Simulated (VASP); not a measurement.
Input of a VASP 6.6.1 run:

File INCAR:

```
  PREC = Accurate
  ENCUT = 450
  EDIFF = 1E-5
  ISMEAR = 0
  SIGMA = 0.03
  LREAL = Auto
  LASPH = True
  NELM = 120
  ALGO = Normal
  ISIF = 2
  LWAVE = False
  LCHARG = False
  LMAXMIX = 4
  LDAU = True
  LDAUTYPE = 2
  LDAUL = 2 -1 -1
  LDAUU = 3.5 0 0
  LDAUJ = 0 0 0
  LDAUPRINT = 1
  GGA = PS
  NBANDS = 91
  LORBIT = 11
  KPAR = 4
```

The input KPOINTS:

```
Automatic mesh
0
Gamma
  3 3 2
```

Contents of POSCAR:

```
MnAl15N16
1.0
    6.2200008610      0.0000000000      0.0000000000
   -3.1100004305      5.3866787572      0.0000000000
    0.0000000000      0.0000000000      9.9600000000
Mn Al N
1 15 16
Direct
    0.3333333333      0.1666666667      0.0000000000
    0.3333333333      0.1666666667      0.5000000000
    0.3333333333      0.6666666667      0.0000000000
    0.3333333333      0.6666666667      0.5000000000
    0.8333333333      0.1666666667      0.0000000000
    0.8333333333      0.1666666667      0.5000000000
    0.8333333333      0.6666666667      0.0000000000
    0.8333333333      0.6666666667      0.5000000000
    0.1666666667      0.3333333333      0.2500000000
    0.1666666667      0.3333333333      0.7500000000
    0.1666666667      0.8333333333      0.2500000000
    0.1666666667      0.8333333333      0.7500000000
    0.6666666667      0.3333333333      0.2500000000
    0.6666666667      0.3333333333      0.7500000000
    0.6666666667      0.8333333333      0.2500000000
    0.6666666667      0.8333333333      0.7500000000
    0.3333333333      0.1666666667      0.1910000000
    0.3333333333      0.1666666667      0.6910000000
    0.3333333333      0.6666666667      0.1910000000
    0.3333333333      0.6666666667      0.6910000000
    0.8333333333      0.1666666667      0.1910000000
    0.8333333333      0.1666666667      0.6910000000
    0.8333333333      0.6666666667      0.1910000000
    0.8333333333      0.6666666667      0.6910000000
    0.1666666667      0.3333333333      0.4410000000
    0.1666666667      0.3333333333      0.9410000000
    0.1666666667      0.8333333333      0.4410000000
    0.1666666667      0.8333333333      0.9410000000
    0.6666666667      0.3333333333      0.4410000000
    0.6666666667      0.3333333333      0.9410000000
    0.6666666667      0.8333333333      0.4410000000
    0.6666666667      0.8333333333      0.9410000000
```

Potentials or basis: VASP PAW PBE potentials, release 64 (Mn_pv, Al, N).

The run is started by

```bash
$ cat potpaw_PBE.64/Mn_pv/POTCAR potpaw_PBE.64/Al/POTCAR potpaw_PBE.64/N/POTCAR > POTCAR
$ mpirun -np 4 vasp_std > vasp.out
```

What does it give for the largest force?

0.623 eV/Å.

What does it give for the band gap on the k mesh?

1.87 eV, direct.

Forces in eV/Å, atoms in the order of the input:
```
Mn   0.000  0.000 -0.017
Al   0.000  0.000 -0.013
Al   0.143  0.083  0.186
Al   0.012  0.007 -0.031
Al   0.000 -0.165  0.186
Al   0.000 -0.014 -0.031
Al  -0.143  0.083  0.186
Al  -0.012  0.007 -0.031
Al  -0.038  0.022 -0.113
Al   0.056 -0.032 -0.051
Al   0.000 -0.044 -0.113
Al   0.000  0.064 -0.051
Al   0.038  0.022 -0.113
Al  -0.056 -0.032 -0.051
Al   0.000  0.000 -0.025
Al   0.000  0.000  0.044
N    0.000  0.000  0.577
N    0.000  0.000  0.031
N   -0.008 -0.005  0.016
N   -0.001 -0.001  0.003
N    0.000  0.010  0.016
N    0.000  0.001  0.003
N    0.008 -0.005  0.016
N    0.001 -0.001  0.003
N    0.014 -0.008  0.025
N   -0.500  0.289 -0.233
N    0.000  0.016  0.025
N    0.000 -0.578 -0.233
N   -0.014 -0.008  0.025
N    0.500  0.289 -0.233
N    0.000  0.000  0.041
N    0.000  0.000 -0.043
```

Caveat: the PAW data sets were made with another functional, which shifts forces and pressure a little. Spin polarisation is off, so any magnetic state and its effect on volume and gap are missing.
